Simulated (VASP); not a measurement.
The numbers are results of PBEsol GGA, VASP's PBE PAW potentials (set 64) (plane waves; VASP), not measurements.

The input files of a VASP run:

**KPOINTS**
```
k-points along high-symmetry lines
15
Line-mode
Reciprocal
  0.000000   0.000000   0.000000 ! GAMMA
  0.500000   0.000000   0.500000 ! X

  0.500000   0.000000   0.500000 ! X
  0.625000   0.250000   0.625000 ! U

  0.375000   0.375000   0.750000 ! K
  0.000000   0.000000   0.000000 ! GAMMA

  0.000000   0.000000   0.000000 ! GAMMA
  0.500000   0.500000   0.500000 ! L

  0.500000   0.500000   0.500000 ! L
  0.500000   0.250000   0.750000 ! W

  0.500000   0.250000   0.750000 ! W
  0.500000   0.000000   0.500000 ! X
```

### INCAR
```
ALGO=Normal
EDIFF=1E-7
ENCUT=520
GGA=PS
ICHARG=11
ISMEAR=0
LASPH=.TRUE.
LCHARG=.FALSE.
LORBIT=11
LREAL=.FALSE.
LWAVE=.FALSE.
NELM=100
PREC=Accurate
SIGMA=0.05
SYSTEM=C
```

### POSCAR
```
C
1
    0.0000000000     1.7783314536     1.7783314536
    1.7783314536     0.0000000000     1.7783314536
    1.7783314536     1.7783314536    -0.0000000000
C
2
Direct
  0.5000000000   0.5000000000   0.5000000000
  0.7500000000   0.7500000000   0.7500000000
```

POTCAR, in this order: C (PBE.64 set). Program: vasp_std. Read from the step before: CHGCAR.

The run wrote:

File OSZICAR:
```
       N       E                     dE             d eps       ncg     rms          rms(c)
DAV:   1     0.173363221760E+01    0.17336E+01   -0.49802E+03  1536   0.952E+02
DAV:   2    -0.165043886189E+02   -0.18238E+02   -0.16537E+02  2288   0.107E+02
DAV:   3    -0.166022152040E+02   -0.97827E-01   -0.97827E-01  1536   0.105E+01
DAV:   4    -0.166023295285E+02   -0.11432E-03   -0.11432E-03  2128   0.371E-01
DAV:   5    -0.166023295622E+02   -0.33733E-07   -0.33709E-07  1528   0.399E-03
DAV:   6    -0.166023295623E+02   -0.78046E-10   -0.74964E-10  2112   0.141E-04
   1 F= -.16602330E+02 E0= -.16602330E+02  d E =-.109615E-10
```

**OUTCAR**
```
 val. band max:        9.8326740584   @ k =   0.0000   0.0000   0.0000

 cond. band min:      13.8577000521   @ k =   0.3571   0.0000   0.3571



 k-point     1 :       0.0000    0.0000    0.0000
  band No.  band energies     occupation
      1     -11.8038      2.00000
      2       9.8327      2.00000
      3       9.8327      2.00000
      4       9.8327      2.00000
      5      15.3951      0.00000
      6      15.3951      0.00000
      7      15.3951      0.00000
      8      23.3953      0.00000

 k-point     2 :       0.0357    0.0000    0.0357
  band No.  band energies     occupation
      1     -11.7563      2.00000
      2       9.6319      2.00000
      3       9.6319      2.00000
      4       9.7171      2.00000
      5      15.3557      0.00000
      6      15.6366      0.00000
      7      15.6366      0.00000
      8      23.4283      0.00000

 k-point     3 :       0.0714    0.0000    0.0714
  band No.  band energies     occupation
      1     -11.6137      2.00000
      2       9.1165      2.00000
      3       9.1165      2.00000
      4       9.3803      2.00000
      5      15.2431      0.00000
      6      16.2743      0.00000
      7      16.2743      0.00000
      8      23.4842      0.00000

 k-point     4 :       0.1071    0.0000    0.1071
  band No.  band energies     occupation
      1     -11.3766      2.00000
      2       8.4382      2.00000
      3       8.4382      2.00000
      4       8.8470      2.00000
      5      15.0710      0.00000
      6      17.1535      0.00000
      7      17.1535      0.00000
      8      23.4282      0.00000

 k-point     5 :       0.1429    0.0000    0.1429
  band No.  band energies     occupation
      1     -11.0455      2.00000
      2       7.7041      2.00000
      3       7.7041      2.00000
      4       8.1479      2.00000
      5      14.8597      0.00000
      6      18.1647      0.00000
      7      18.1647      0.00000
      8      23.0609      0.00000
...
```

The density is held fixed in this step, so its total energy and stress have no physical meaning.

The structure comes from a computed database's C entry (Fd-3m); how it stands against other phases isn't given here. It was relaxed first.
